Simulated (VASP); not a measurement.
Output of a VASP run:

**OUTCAR**
```
 ion  position               nearest neighbor table
   1  0.500  0.000  0.762-   3 2.22   4 2.22   3 2.22   4 2.22   2 3.54   2 3.54   2 3.54   2 3.54
                             2 3.69   2 3.69   2 3.69   2 3.69
   2  0.000  0.500  0.238-   3 2.22   4 2.22   4 2.22   3 2.22   1 3.54   1 3.54   1 3.54   1 3.54
                             1 3.69   1 3.69   1 3.69   1 3.69
   3  0.500  0.500  0.000-   1 2.22   2 2.22   1 2.22   2 2.22
   4  0.000  0.000  0.000-   1 2.22   2 2.22   2 2.22   1 2.22
  LATTYP: Found a simple tetragonal cell.
 ALAT       =     3.8000000000
 C/A-ratio  =     1.2736842105
 Subroutine PRICEL returns:
 Original cell was already a primitive cell.
 Subroutine GETGRP returns: Found 16 space group operations
The static configuration has the point symmetry D_2d.
 The point group associated with its full space group is D_4h.
The dynamic configuration has the point symmetry D_2d.
 Subroutine INISYM returns: Found 16 space group operations
 Subroutine IBZKPT returns following result:
 Found     30 irreducible k-points:

 Following reciprocal coordinates:
            Coordinates               Weight
  0.000000  0.000000  0.000000      1.000000
  0.166667  0.000000  0.000000      4.000000
  0.333333  0.000000  0.000000      4.000000
  0.500000  0.000000  0.000000      2.000000
  0.166667  0.166667  0.000000      4.000000
  0.333333  0.166667  0.000000      8.000000
  0.500000  0.166667  0.000000      4.000000
  0.333333  0.333333  0.000000      4.000000
  0.500000  0.333333  0.000000      4.000000
  0.500000  0.500000  0.000000      1.000000
  0.000000  0.000000  0.200000      2.000000
  0.166667  0.000000  0.200000      8.000000
  0.333333  0.000000  0.200000      8.000000
  0.500000  0.000000  0.200000      4.000000
  0.166667  0.166667  0.200000      8.000000
  0.333333  0.166667  0.200000     16.000000
  0.500000  0.166667  0.200000      8.000000
  0.333333  0.333333  0.200000      8.000000
  0.500000  0.333333  0.200000      8.000000
  0.500000  0.500000  0.200000      2.000000
  0.000000  0.000000  0.400000      2.000000
  0.166667  0.000000  0.400000      8.000000
  0.333333  0.000000  0.400000      8.000000
  0.500000  0.000000  0.400000      4.000000
  0.166667  0.166667  0.400000      8.000000
  0.333333  0.166667  0.400000     16.000000
  0.500000  0.166667  0.400000      8.000000
  0.333333  0.333333  0.400000      8.000000
  0.500000  0.333333  0.400000      8.000000
  0.500000  0.500000  0.400000      2.000000
   k-points           NKPTS =     30   k-points in BZ     NKDIM =     30   number of bands    NBANDS=     24
   number of dos      NEDOS =    301   number of ions     NIONS =      4
   total plane-waves  NPLWV =  28224
   dimension x,y,z NGX =    28 NGY =   28 NGZ =   36
   dimension x,y,z NGXF=    56 NGYF=   56 NGZF=   72
   ions per type =               2   2
   PREC   = accura    normal or accurate (medium, high low for compatibility)
   ISTART =      0    job   : 0-new  1-cont  2-samecut
   ICHARG =      2    charge: 1-file 2-atom 10-const
   ISPIN  =      1    spin polarized calculation?
   LNONCOLLINEAR =      F non collinear calculations
   LSORBIT =      F    spin-orbit coupling
   INIWAV =      1    electr: 0-lowe 1-rand  2-diag
   ENCUT  =  520.0 eV  38.22 Ry    6.18 a.u.   7.07  7.07  9.00*2*pi/ulx,y,z
   NELM   =    100;   NELMIN=  2; NELMDL= -5     # of ELM steps
   EDIFF  = 0.1E-05   stopping-criterion for ELM
   LREAL  =      F    real-space projection
   NLSPLINE    = F    spline interpolate recip. space projectors
   LMAXMIX     =    4 max onsite mixed and CHGCAR
   VOSKOWN=      0    Vosko Wilk Nusair interpolation
   EDIFFG = 0.1E-04   stopping-criterion for IOM
   NSW    =      0    number of steps for IOM
   NBLOCK =      1;   KBLOCK =      1    inner block; outer block
   IBRION =     -1    ionic relax: 0-MD 1-quasi-New 2-CG
   NFREE  =      0    steps in history (QN), initial steepest desc. (CG)
   ISIF   =      2    stress and relaxation
   ISYM   =      2    0-nonsym 1-usesym 2-fastsym
   TEIN   =    0.0    initial temperature
...
```

### OSZICAR
```
       N       E                     dE             d eps       ncg     rms          rms(c)
DAV:   1     0.397460905045E+03    0.39746E+03   -0.20712E+04  1464   0.254E+03
DAV:   2     0.278964005711E+02   -0.36956E+03   -0.36323E+03  1560   0.577E+02
DAV:   3    -0.243475448991E+02   -0.52244E+02   -0.51681E+02  1704   0.192E+02
DAV:   4    -0.263033065452E+02   -0.19558E+01   -0.19544E+01  1648   0.413E+01
DAV:   5    -0.263589436469E+02   -0.55637E-01   -0.55629E-01  1848   0.700E+00    0.117E+01
DAV:   6    -0.226748864719E+02    0.36841E+01   -0.24337E+01  2440   0.520E+01    0.468E+00
DAV:   7    -0.226825569028E+02   -0.76704E-02   -0.22312E+00  1640   0.985E+00    0.256E+00
DAV:   8    -0.226870442414E+02   -0.44873E-02   -0.56076E-01  2192   0.569E+00    0.105E+00
DAV:   9    -0.226650235002E+02    0.22021E-01   -0.17646E-01  2216   0.421E+00    0.258E-01
DAV:  10    -0.226673095349E+02   -0.22860E-02   -0.21779E-02  2032   0.132E+00    0.220E-01
DAV:  11    -0.226662272458E+02    0.10823E-02   -0.76602E-03  2208   0.853E-01    0.317E-02
DAV:  12    -0.226663295463E+02   -0.10230E-03   -0.88884E-04  1584   0.188E-01    0.555E-02
DAV:  13    -0.226663036376E+02    0.25909E-04   -0.77851E-05  2272   0.102E-01    0.239E-02
DAV:  14    -0.226662974935E+02    0.61441E-05   -0.54802E-05  2176   0.627E-02    0.641E-03
DAV:  15    -0.226662978667E+02   -0.37322E-06   -0.27308E-06  1584   0.126E-02
   1 F= -.22666298E+02 E0= -.22666107E+02  d E =-.382076E-03
```

### OUTCAR
```
------------------------ aborting loop because EDIFF is reached ----------------------------------------
  FORCE on cell =-STRESS in cart. coord.  units (eV):
  Direction    XX          YY          ZZ          XY          YZ          ZX
  --------------------------------------------------------------------------------------
  Total        2.1906260      2.1906260      1.6684709      0.0000000     -0.0000000      0.0000000
  in kB       50.2187916     50.2187916     38.2486990      0.0000000     -0.0000000      0.0000000
  external PRESSURE =      46.2287607 kB  Pullay stress =       0.0000000 kB
  volume of cell :       69.89
      direct lattice vectors                 reciprocal lattice vectors
     3.800000000  0.000000000  0.000000000     0.263157895  0.000000000  0.000000000
     0.000000000  3.800000000  0.000000000     0.000000000  0.263157895  0.000000000
     0.000000000  0.000000000  4.840000000     0.000000000  0.000000000  0.206611570
 POSITION                                       TOTAL-FORCE (eV/Angst)
 -----------------------------------------------------------------------------------
      1.90000      0.00000      3.68808         0.000000      0.000000     -0.484244
      0.00000      1.90000      1.15192         0.000000     -0.000000      0.484244
      1.90000      1.90000      0.00000         0.000000     -0.000000      0.000000
      0.00000      0.00000      0.00000         0.000000      0.000000      0.000000
 -----------------------------------------------------------------------------------
    total drift:                                0.000000      0.000000      0.000000
  FREE ENERGIE OF THE ION-ELECTRON SYSTEM (eV)
  ---------------------------------------------------
  free  energy   TOTEN  =       -22.6662978667 eV

  energy  without entropy=      -22.6659157910  energy(sigma->0) =      -22.66610683
```
(Selected blocks of OUTCAR.)

**POSCAR**
```
SnO
1
    3.8000000000     0.0000000000     0.0000000000
    0.0000000000     3.8000000000     0.0000000000
    0.0000000000     0.0000000000     4.8400000000
Sn O
2 2
Direct
  0.5000000000   0.0000000000   0.7620000000
  0.0000000000   0.5000000000   0.2380000000
  0.5000000000   0.5000000000   0.0000000000
  0.0000000000   0.0000000000   0.0000000000
```

Question: Write an INCAR and KPOINTS that could have produced this output.

Answer: Several could match; the one computed here: the input of the run itself, PBE GGA, plane waves, VASP's PBE PAW potentials (set 64).

File KPOINTS:
```
Regular mesh
0
G
 6 6 5
```

INCAR:
```
SYSTEM = SnO
PREC = Accurate; ENCUT = 520; LREAL = .False.
LASPH = .True.
EDIFF = 1E-6; NELM = 100; ALGO = Normal
LMAXMIX = 4
ISMEAR = 0; SIGMA = 0.05
GGA = PE
ISIF = 2
LWAVE = .False.; LCHARG = .False.
```

POTCAR, in this order: Sn_d O (PBE.64 set). Program: vasp_std.

The compound is SnO in the litharge structure. The cell was not relaxed at this level.
